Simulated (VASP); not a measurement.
A run of VASP 6.6.1 is set up as follows.

The input INCAR:

```
ALGO     = Normal         # electronic algorithm
EDIFF    = 1E-7           # SCF threshold, eV
ENCUT    = 520            # plane-wave cutoff, eV
GGA      = PS             # functional
ISIF     = 2              # what is computed and relaxed
ISMEAR   = 0              # smearing method
KPAR     = 4            
LASPH    = T              # aspherical terms in the spheres
LCHARG   = F              # write CHGCAR
LREAL    = F              # projectors in reciprocal space
LWAVE    = F              # write WAVECAR
NBANDS   = 49             # bands
NELM     = 60             # most SCF steps
PREC     = Accurate       # precision mode
SIGMA    = 0.1            # smearing width, eV
```

The input KPOINTS:

```
k-points
0
Gamma
  10 10 10
```

File POSCAR:

```
Ga3BiO4
1.0
   -2.1721300000      2.1721300000      6.3933100000
    2.1721300000     -2.1721300000      6.3933100000
    2.1721300000      2.1721300000     -6.3933100000
Ga Bi O
3 1 4
Direct
    0.2500000000      0.7500000000      0.5000000000
    0.7500000000      0.2500000000      0.5000000000
    0.0000000000      0.0000000000      0.0000000000
    0.5000000000      0.5000000000      0.0000000000
    0.0906710000      0.0906710000      0.5125020000
    0.4218310000      0.9093290000      0.0000000000
    0.5781690000      0.5781690000      0.4874980000
    0.9093290000      0.4218310000      0.0000000000
```

Potentials or basis: VASP PAW PBE potentials, release 64 (Ga_d, Bi_d, O).

Run with:

```bash
$ cat potpaw_PBE.64/Ga_d/POTCAR potpaw_PBE.64/Bi_d/POTCAR potpaw_PBE.64/O/POTCAR > POTCAR
$ mpirun -np 4 vasp_std > vasp.out
```

Q: What does it give for the band gap on the k mesh?

A: None (metal or under the smearing width).

Q: What does it give for the pressure?

A: -4.7 GPa.

Q: Predict the largest force.

A: 0.165 eV/Å.

Forces on the atoms (eV/Å):
```
Ga   0.000  0.000  0.000
Ga   0.000  0.000  0.000
Ga   0.000  0.000  0.000
Bi   0.000  0.000  0.000
O    0.013  0.013 -0.164
O   -0.013  0.013  0.164
O   -0.013 -0.013 -0.164
O    0.013 -0.013  0.164
```

Caveat: the PAW data sets were made with another functional, which shifts forces and pressure a little; spin-orbit coupling is left out, which moves the levels of the heavy elements.
